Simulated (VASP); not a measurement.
Given:

```
CELL_PARAMETERS angstrom
      2.06643    -2.02518     0.12287
      2.06643     2.02518     0.12287
     -0.47952     0.00000     5.08268
ATOMIC_POSITIONS crystal
  Cu 0.00000 0.50000 0.00000
  Cu 0.50000 0.00000 0.50000
  O  0.51000 0.49000 0.25000
  O  0.49000 0.51000 0.75000
```

These are PBEsol GGA with spin-orbit coupling, VASP's PBE PAW potentials (set 64) (plane waves; VASP 6.6.1) values and carry that method's errors. Numerical set-up: 520 eV cut-off, 10×10×6 Γ-centred mesh, Gaussian smearing of 0.050 eV, potentials Cu O.

Question: Predict the energy per atom (σ→0), band gap (over mesh and band path) with the smallest direct gap where there is one.

Answer: 
| Property | Value |
|---|---|
| band gap (over mesh and band path) | none (metal, semimetal or under 0.01 eV) |
| energy per atom (σ→0) | -5373 meV/atom |

The absolute energy has meaning only against runs of the same code, potentials and settings.

The structure was generated: CuO was put into the tenorite type (C2/c), which need not be its known phase. It was relaxed first, which changed the volume by +6 %.
